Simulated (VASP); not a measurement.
An input for Ansatz (written as the equivalent of a VASP run, and not itself run):

Ansatz 0.2 input:
```yaml
crystal:
  lattice:
    - [3.6347860, 0.0000000, 0.0000000]
    - [-1.8173930, 3.1478170, 0.0000000]
    - [0.0000000, 0.0000000, 5.6908640]
  atoms:
    - { symbol: Pt, position: [0.0000000, 0.0000000, 0.0000000] }
    - { symbol: Se, position: [0.6666670, 0.3333330, 0.7746100] }
    - { symbol: Se, position: [0.3333330, 0.6666670, 0.2253900] }
kpoints:
  mp_grid: { grid: [7, 7, 4] }
hamiltonian:
  xc: pbe
  pseudopotentials: { kind: paw }
scf:
  occupations: { method: gaussian, width: 0.01 }
  max_iter: 100
output: { forces: true, stress: true, eigenvalues: true }
```

Q: Write the VASP files for the same calculation (PBE).

A: Several could match; the one computed here: 
**INCAR**
```
SYSTEM = PtSe2
PREC = Accurate
ENCUT = 300
EDIFF = 1E-6
NELM = 100
ALGO = Normal
LREAL = .FALSE.
LASPH = .TRUE.
ISMEAR = 0
SIGMA = 0.01
GGA = PE
LMAXMIX = 6
LWAVE = .FALSE.
LCHARG = .FALSE.
ISIF = 2
```

File POSCAR:
```
PtSe2
1
    3.6347860000     0.0000000000     0.0000000000
   -1.8173930000     3.1478170000     0.0000000000
    0.0000000000     0.0000000000     5.6908640000
Pt Se
1 2
Direct
  0.0000000000   0.0000000000   0.0000000000
  0.6666670000   0.3333330000   0.7746100000
  0.3333330000   0.6666670000   0.2253900000
```

File KPOINTS:
```
Regular mesh
0
Gamma
7 7 4
```

POTCAR, in this order: Pt Se (PBE.64 set). Program: vasp_std.

What does not carry over: each code has its own PAW files, so the cut-off isn't converted (ENCUT is set for VASP's; basis.ecutwfc is left out, and Ansatz then takes the one that its files recommend); Ansatz stops its SCF on the density residual and VASP on the energy change (EDIFF).

The structure comes from a computed database's PtSe2 entry; how it stands against other phases isn't given here. The cell was not relaxed at this level. The run is one of a series of settings (KPOINTS 7×7×4 Γ-centred mesh against the base run), some of them coarse on purpose.
